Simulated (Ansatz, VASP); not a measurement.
# FeSi2 (Linzhiite): VASP beside Ansatz, part 2 of 2

Aim: how closely do two programs agree when they are given the same cell, functional and k mesh? The cell is taken from a series of runs on this material, whose earlier steps may have relaxed, scaled, displaced or heated it; both programs get it as it stands.

VASP 6.6.1 and Ansatz 0.2.0.

So far: The structure; VASP: zone-centre phonons, LDA.

## (3) Ansatz: zone-centre phonons, LDA

Level of this step: Ansatz beside VASP: Kohn-Sham DFT, plane waves, LDA (Ansatz).

Ansatz runs on its PAW soft_1 files.

The same cell, functional (in two slightly different forms), mesh and smearing now go to Ansatz, which takes its cutoff from its data sets.

Input file input.yaml:

```yaml
crystal:
  lattice:
    - [2.7182007794, 0.0, 0.0]
    - [0.0, 2.7182007794, 0.0]
    - [0.0, 0.0, 5.1390475117]
  atoms:
    - { symbol: Si, position: [0.5, 0.5, 0.2693816526] }
    - { symbol: Si, position: [0.5, 0.5, 0.7306183474] }
    - { symbol: Fe, position: [0.0, 0.0, 0.0] }
kpoints:
  mp_grid: { grid: [16, 16, 8] }
hamiltonian:
  xc: lda
  pseudopotentials: { kind: paw, azcp: { folder: soft_1 }, xc_functional: pbe }
scf:
  occupations: { method: methfessel_paxton, width: 0.2 }
output:
  eigenvalues: true
phonons:
  method: dfpt
```

Launch:

```sh
ansatz run input.yaml --threads 4 --pin off --max-ram 10240MiB --backend cpu --events-out ev --progress --plain --runs-dir out
```

Numbers of over 12 decimals in the logs are rounded to 6 here.

What it wrote:

```text
zone centre: on kpoints.mp_grid the ground state, and the responses unless they are solved on pairs of k-points, stand on 405 of the mesh's 2048 k-points, reduced under 4 symmetry operations, with k and −k counted as one. Each operation leaves every solved displacement unchanged or reverses it
Engine: ansatz 0.2.0, x86_64-unknown-linux-gnu
Pseudopotentials: kind: paw
Pseudopotential: Si, paw, valence charge 4, recommended cutoff 420 eV (normal), soft_1/Si.paw.azcp
Pseudopotential: Fe, paw, valence charge 16, recommended cutoff 420 eV (normal), soft_1/Fe.paw.azcp
Functional definition: SPW92
  exchange = slater_x
  correlation = pw_c
Crystal: 3 atoms, lattice volume = 37.970 Å³
Basis set: ecut = 420 eV, 773 PW (Γ), exchange–correlation on 40×40×72 points (8 copies of the dense FFT grid, shifted against one another)
Bands: 16, of which v1, the nominal top of the filled ones, is band 12 counted from 1 (11 counted from 0)
Symmetry: 16 space group operations
k-points: 405 of 2048 (irreducible under 4 space group operations, time reversal used)
Non-local potential: Si, projectors of the file, l = 0: 2, l = 1: 2, l = 2: 1
Non-local potential: Fe, projectors of the file, l = 0: 3, l = 1: 2, l = 2: 3, l = 3: 1
PAW form: soft (Blöchl's): semilocal exchange-correlation on the pseudo side does not see the compensation charge
PAW frozen core: Si, regenerated for the run's functional, and the local potential with it (the file was generated under x = pbe(κ = 0.804, μ = 0.219515), c = pbe(β = 0.066725))
PAW frozen core: Fe, regenerated for the run's functional, and the local potential with it (the file was generated under x = pbe(κ = 0.804, μ = 0.219515), c = pbe(β = 0.066725))
PAW one-centre angular grid: Si, 110 points (default); XC on 64 Gauss nodes
PAW one-centre angular grid: Fe, 590 points (default); XC on 64 Gauss nodes
Initial density: superposition of atomic densities (chi_scale 0.1, normalization cell, long waves kept (reshape's long-wave potential 0.00 eV rms))
Initial wavefunctions: pseudopotential atomic-orbital guess
Functional: x = slater, c = lda
SCF iter   1: F=—  HF=-5640.670984 eV  |F-HF|=—  |Δ(HF+E_count)|=         —  Δρ=1.33e-1  dr2=1.42e1  ethr=3.10e-3  ⟨swp⟩=5.1  Hψ=34372  notcnv=0
preconditioner: auto → none  [metal: Δε(μ)=0.009 eV  Ē_g=7.859 eV  σ=0.200 eV  W_gap=0.04  n_scr=8 (ndim 8)  ℏωp=24.1 eV  f_vac=0.000  D(μ)=2.09/eV (n_scr^D=16)  sad-step TF]
SCF iter   2: F=—  HF=-5640.381436 eV  |F-HF|=—  |Δ(HF+E_count)|=   2.90e-1  S|Δr|=    0.00e0  Δρ=1.48e-1  dr2=1.44e1  ethr=3.10e-3  ⟨swp⟩=2.0  Hψ=11086  notcnv=0  defer=1
SCF iter   3: F=—  HF=-5639.057974 eV  |F-HF|=—  |Δ(HF+E_count)|=    1.32e0  S|Δr|=    0.00e0  Δρ=6.25e-2  dr2=1.72e0  ethr=3.10e-3  ⟨swp⟩=3.0  Hψ=11991  notcnv=0  defer=1
SCF iter   4: F=—  HF=-5638.879704 eV  |F-HF|=—  |Δ(HF+E_count)|=   1.78e-1  S|Δr|=    0.00e0  Δρ=1.11e-2  dr2=1.41e-1  ethr=3.10e-3  ⟨swp⟩=2.6  Hψ=13251  notcnv=0
SCF iter   5: F=—  HF=-5638.835471 eV  |F-HF|=—  |Δ(HF+E_count)|=   4.42e-2  S|Δr|=    0.00e0  Δρ=3.50e-3  dr2=2.84e-3  ethr=5.88e-4  ⟨swp⟩=2.0  Hψ=10780  notcnv=0
SCF iter   6: F=—  HF=-5638.835199 eV  |F-HF|=—  |Δ(HF+E_count)|=   2.72e-4  S|Δr|=    0.00e0  Δρ=5.42e-4  dr2=3.26e-5  ethr=1.18e-5  ⟨swp⟩=2.2  Hψ=9930  notcnv=0
SCF iter   7: F=—  HF=-5638.835188 eV  |F-HF|=—  |Δ(HF+E_count)|=   1.08e-5  S|Δr|=    0.00e0  Δρ=1.28e-4  dr2=2.92e-6  ethr=1.36e-7  ⟨swp⟩=2.0  Hψ=11374  notcnv=0
SCF iter   8: F=—  HF=-5638.835186 eV  |F-HF|=—  |Δ(HF+E_count)|=   2.15e-6  S|Δr|=    0.00e0  Δρ=1.99e-5  dr2=7.46e-8  ethr=1.22e-8  ⟨swp⟩=2.1  Hψ=8981  notcnv=0
SCF iter   9: F=—  HF=-5638.835186 eV  |F-HF|=—  |Δ(HF+E_count)|=   2.17e-7  S|Δr|=    0.00e0  Δρ=2.56e-6  dr2=8.75e-10  ethr=3.11e-10  ⟨swp⟩=2.4  Hψ=11368  notcnv=0
SCF iter  10: F=—  HF=-5638.835186 eV  |F-HF|=—  |Δ(HF+E_count)|=  7.82e-11  S|Δr|=    0.00e0  Δρ=3.33e-7  dr2=1.70e-11  ethr=3.64e-12  ⟨swp⟩=2.7  Hψ=11300  notcnv=0
SCF iter  11: F=-5638.835186 eV  HF=-5638.835186 eV  |F-HF|=1.82e-12  |Δ(HF+E_count)|=  9.09e-13  S|Δr|=    0.00e0  Δρ=2.74e-8  dr2=1.50e-13  ethr=1.00e-12  ⟨swp⟩=5.2  Hψ=26772  notcnv=0
the search or the solves at the SCF's close seem to have found levels that the self-consistency loop had missed (the run counts 5). By its estimate they hold under 1e-12 electrons; where the run keeps them, the occupations were computed again with them
SCF 1 converged in 11 iterations: F = -5638.835186 eV  dr2 = 1.50e-13
  greatest PAW one-centre occupation: 1.001 electrons in one spin orbital (limit 2), on the Fe atom at site 2 (counted from 0), in its partial waves of l = 1
DFPT response loops at Γ: preconditioner auto → Kerker (q_TF=auto, 2.527 Å⁻¹) (partly filled bands, converged f_vac=0.000); β = 1.00, the filter's whole step (`scf.mixing.beta` (0.50) is not read by the response loops under this deck's `scf.mixing.preconditioner`; to damp them name `kerker` or `kerker_dos`, under which they read `scf.mixing.beta`, and type it under 1.00, their step now; both keys bind the ground state too); Broyden in place of MSR1
SCF converged after 11 iterations
Stability not checked: this state was not tested for a lower state beside it, because cold or Methfessel-Paxton smearing, or corrected tetrahedra, fill the levels in a way that the test cannot read (fill_not_monotonic; see scf.lower_state_search)
Free energy (F): -5638.835186 eV
Harris-Foulkes:  -5638.835186 eV  (|F-HF|=1.82e-12)
Internal energy: -5638.836357 eV  (E = F + TS)
E sigma→0 (E₀):  -5638.835479 eV
Entropy (-TS):   0.001171 eV (0.390 meV/atom)
Fermi energy:    13.566433 eV
Step filling:    the computed levels leave a gap of 0.0161 eV = 0.1 smearing widths at the electron count; against every level under it full and every level over it empty, smearing changes F+E_penalty+E_count by +0.834 meV and its σ→0 estimate by +0.542 meV
--- Per-component energies (eV) ---
  E_band       = -236.889503
  E_kinetic    = 424.812519
  E_local      = -3588.005923  (includes V_loc(G=0)·N_el)
  E_nonlocal   = 338.499004
  E_hartree    = 1581.568473
  E_xc         = -226.822800
  E_vxc        = -244.503443  (∫ρ·V_xc dr)
  E_paw        = -2291.624441  (= ΣΔE_a)
  E_vpaw       = -330.827858  (= ΣTr[D̂ρ^β])
  E_aug_tail   = -0.000771  (compensation charges beyond the density's cutoff)
  E_ewald      = -1877.832615
  E_core_change = 0.570198  (= ΣΔE_core)
  E_smearing   = 0.001171  (= −TS)
  E_closure    = -0.000000  (closes the sum)
  Σ components = -5638.835186   (vs F -5638.835186, Δ=0.00e0)
--- Band table (eV; the first three rows and the last of 405) ---
  k-point 0: bands = [... 8 lower, 12.0229, 12.0621, 12.0621, 12.9056, 17.8213, 17.8213, 20.0770, 20.7318]
  k-point 1: bands = [... 8 lower, 11.9917, 12.0551, 12.0551, 12.9057, 17.9189, 17.9189, 19.0722, 20.5621]
  k-point 2: bands = [... 8 lower, 11.8770, 12.0383, 12.0383, 12.9059, 17.6207, 18.1992, 18.1992, 20.2751]
  k-point 404: bands = [... 8 lower, 10.2922, 10.2922, 11.8552, 13.6488, 14.0622, 14.0622, 14.9175, 16.1239]
--- Phonons (Γ-DFPT): 4 representative perturbations + reference, on 405 of 2048 k-points (Σ response iterations 16) ---
  k mesh reduced under 4 symmetry operations, with k and −k counted as one. Each operation leaves every solved displacement unchanged or reverses it
  ASR residual: 9.167e-5 → 0.000e0 eV/Å²; symmetrization residual: 2.122e-5 eV/Å²
  ASR residual per site (eV/Å²): 2.99e-5 2.99e-5 9.17e-5
  Γ frequencies (cm⁻¹): 0.00 0.00 0.00 216.30 216.30 260.55 260.55 335.65 515.63
  non-analytic LO–TO correction: not included (Born effective charges unavailable; polar crystals: no LO–TO splitting at Γ)
```

## (4) Differences

Known differences besides the potentials themselves: the two LDA forms differ slightly; the data sets hold 24 valence electrons in Ansatz (on its PAW soft_1 files) and 16 in VASP; the cutoff is 420 eV in Ansatz and 600 eV in VASP; VASP's log shows a relativistic correction to its local exchange, Ansatz's none. Total energies have different zeros and are not compared.

Both answers:

| quantity | Ansatz | VASP | difference |
| --- | --- | --- | --- |
| optical mode 1 to 2 (cm⁻¹) | 216.3 | 218.4 | -0.98 % |
| optical mode 3 to 4 (cm⁻¹) | 260.6 | 265.9 | -2.00 % |
| optical mode 5 (cm⁻¹) | 335.6 | 339.0 | -1.00 % |
| optical mode 6 (cm⁻¹) | 515.6 | 516.3 | -0.13 % |

Modes are paired by rising frequency, not by their patterns, so a pair may set unlike modes beside each other; they are those without the splitting of longitudinal modes.

## (5) Results

| Property | Result |
| --- | --- |
| r.m.s. difference of the optical zone-centre modes, each program's sorted by frequency (zone-centre phonons, LDA) | 3.6 cm⁻¹ |
| difference in optical mode 3 to 4 (zone-centre phonons, LDA) | -2.0 % |

What this shows: The r.m.s. difference of the optical zone-centre modes, each program's sorted by frequency is 3.6 cm⁻¹ (zone-centre phonons, LDA). The data sets hold unlike numbers of valence electrons (24 in Ansatz and 16 in VASP), so part of the differences comes from the potentials. Among the rows given in per cent, the largest difference of the zone-centre phonons, LDA pair is in optical mode 3 to 4, -2.0 %. How closely two codes agree says nothing of how well the functional describes the real material.

[Lines on the potential files, build, host, timing and source positions are cut from VASP's logs without a mark.]

[Logs are printed without paths, hosts, clocks, repeated set-up lines and the standing remarks that a program may print on its own settings, such as how far it seeks lower states.]

[Hosts, paths, dates, database ids (printed as entryN), source tags and the programs' standing remarks are cut or masked in the printed files.]
